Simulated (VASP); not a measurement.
Method: PBE GGA with spin-orbit coupling, VASP's PBE PAW potentials (set 64) (plane waves; VASP).

The input files of a VASP run:

### INCAR
```
LSORBIT=.True.
ISMEAR=0
EDIFF=1E-6
SYSTEM=KBr
NELM=100   # most electronic steps
LWAVE=.False.
PREC=Accurate
ENCUT=400   # plane-wave cut-off (eV)
SIGMA=0.05   # width (eV)
LASPH=.True.   # aspherical one-centre terms
LMAXMIX=4   # l cut-off of mixed one-centre charges
GGA=PE   # PBE
MAGMOM=6*0
LCHARG=.False.
GGA_COMPAT=.False.
LREAL=.False.
ALGO=Normal
```

### POSCAR
```
KBr
1
    0.0000000000     3.3506392248     3.3506392248
    3.3506392248     0.0000000000     3.3506392248
    3.3506392248     3.3506392248     0.0000000000
K Br
1 1
Direct
  0.0000000000   0.0000000000   0.0000000000
  0.5000000000   0.5000000000   0.5000000000
```

File KPOINTS_OPT:
```
k-points along high-symmetry lines
8
Line-mode
Reciprocal
  0.000000   0.000000   0.000000 ! GAMMA
  0.500000   0.000000   0.500000 ! X

  0.500000   0.000000   0.500000 ! X
  0.625000   0.250000   0.625000 ! U

  0.375000   0.375000   0.750000 ! K
  0.000000   0.000000   0.000000 ! GAMMA

  0.000000   0.000000   0.000000 ! GAMMA
  0.500000   0.500000   0.500000 ! L

  0.500000   0.500000   0.500000 ! L
  0.500000   0.250000   0.750000 ! W

  0.500000   0.250000   0.750000 ! W
  0.500000   0.000000   0.500000 ! X
```

File KPOINTS:
```
Automatic mesh
0
G
6 6 6
```

POTCAR, in this order: K_sv Br (PBE.64 set). Program: vasp_ncl.

Output

OSZICAR:
```
       N       E                     dE             d eps       ncg     rms          rms(c)
DAV:   1     0.951036956100E+02    0.95104E+02   -0.59743E+03   768   0.944E+02
DAV:   2     0.779363014800E+00   -0.94324E+02   -0.90195E+02   968   0.254E+02
DAV:   3    -0.628799319733E+01   -0.70674E+01   -0.70428E+01  1256   0.611E+01
DAV:   4    -0.643276633328E+01   -0.14477E+00   -0.14447E+00  1120   0.840E+00
DAV:   5    -0.643687377243E+01   -0.41074E-02   -0.41073E-02  1136   0.105E+00    0.312E+00
DAV:   6    -0.625387210588E+01    0.18300E+00   -0.28993E-01   944   0.280E+00    0.220E+00
DAV:   7    -0.624012526894E+01    0.13747E-01   -0.13835E-01   976   0.211E+00    0.132E+00
DAV:   8    -0.624753543506E+01   -0.74102E-02   -0.17456E-02  1112   0.808E-01    0.655E-01
DAV:   9    -0.625179095213E+01   -0.42555E-02   -0.37793E-03   896   0.527E-01    0.110E-01
DAV:  10    -0.625228000427E+01   -0.48905E-03   -0.37126E-04   984   0.136E-01    0.520E-02
DAV:  11    -0.625252608089E+01   -0.24608E-03   -0.24214E-04   888   0.114E-01    0.174E-02
DAV:  12    -0.625253075876E+01   -0.46779E-05   -0.59276E-06  1088   0.184E-02    0.430E-03
DAV:  13    -0.625253386106E+01   -0.31023E-05   -0.32088E-06   896   0.143E-02    0.323E-03
DAV:  14    -0.625253461094E+01   -0.74988E-06   -0.18171E-06   800   0.982E-03
   1 F= -.62525346E+01 E0= -.62525346E+01  d E =-.367001E-13  mag=    -0.0000     0.0000    -0.0000
       N       E                     dE             ncg
       N       E                     dE             ncg
       N       E                     dE             ncg
```

OUTCAR:
```
------------------------ aborting loop because EDIFF is reached ----------------------------------------
  FORCE on cell =-STRESS in cart. coord.  units (eV):
  Direction    XX          YY          ZZ          XY          YZ          ZX
  --------------------------------------------------------------------------------------
  Total        0.0165265      0.0165265      0.0165265      0.0000000     -0.0000000      0.0000000
  in kB        0.3519472      0.3519472      0.3519472      0.0000000     -0.0000000      0.0000000
  external PRESSURE =       0.3519472 kB  Pullay stress =       0.0000000 kB
  volume of cell :       75.23
      direct lattice vectors                 reciprocal lattice vectors
     0.000000000  3.350639225  3.350639225    -0.149225257  0.149225257  0.149225257
     3.350639225  0.000000000  3.350639225     0.149225257 -0.149225257  0.149225257
     3.350639225  3.350639225  0.000000000     0.149225257  0.149225257 -0.149225257
  FREE ENERGIE OF THE ION-ELECTRON SYSTEM (eV)
  ---------------------------------------------------
  free  energy   TOTEN  =        -6.2525346109 eV

  energy  without entropy=       -6.2525346109  energy(sigma->0) =       -6.25253461

 Ion:    1  E_soc:     -0.0080767

 Ion:    2  E_soc:     -0.0507177
```
(Selected blocks of OUTCAR.)

File OUTCAR:
```
 val. band max:       -1.7575436020   @ k =   0.0000   0.0000   0.0000

 cond. band min:       2.3978387203   @ k =   0.0000   0.0000   0.0000


 Fermi energy:        -1.5193957834

 k-point     1 :       0.0000    0.0000    0.0000
  band No.  band energies     occupation
      1     -29.7963      1.00000
      2     -29.7963      1.00000
      3     -14.1544      1.00000
      4     -14.1544      1.00000
      5     -13.4470      1.00000
      6     -13.4470      1.00000
      7     -13.1818      1.00000
      8     -13.1818      1.00000
      9     -13.1818      1.00000
     10     -13.1818      1.00000
     11      -2.2411      1.00000
     12      -2.2411      1.00000
     13      -1.7575      1.00000
     14      -1.7575      1.00000
     15      -1.7575      1.00000
     16      -1.7575      1.00000
     17       2.3978      0.00000
     18       2.3978      0.00000
     19       5.6732      0.00000
     20       5.6732      0.00000
     21       5.6732      0.00000
     22       5.6732      0.00000
     23       5.6786      0.00000
     24       5.6786      0.00000

 k-point     2 :       0.1667    0.0000    0.0000
  band No.  band energies     occupation
      1     -29.7952      1.00000
      2     -29.7952      1.00000
      3     -14.2046      1.00000
      4     -14.2046      1.00000
      5     -13.4253      1.00000
      6     -13.4253      1.00000
      7     -13.1830      1.00000
      8     -13.1830      1.00000
      9     -13.1394      1.00000
     10     -13.1394      1.00000
     11      -2.4253      1.00000
     12      -2.4253      1.00000
     13      -1.9870      1.00000
     14      -1.9870      1.00000
     15      -1.8397      1.00000
     16      -1.8397      1.00000
     17       3.0264      0.00000
     18       3.0264      0.00000
     19       5.5256      0.00000
     20       5.5256      0.00000
     21       5.9843      0.00000
     22       5.9843      0.00000
     23       5.9856      0.00000
     24       5.9856      0.00000
...
```

The compound is KBr in the rock salt structure. It was relaxed first.
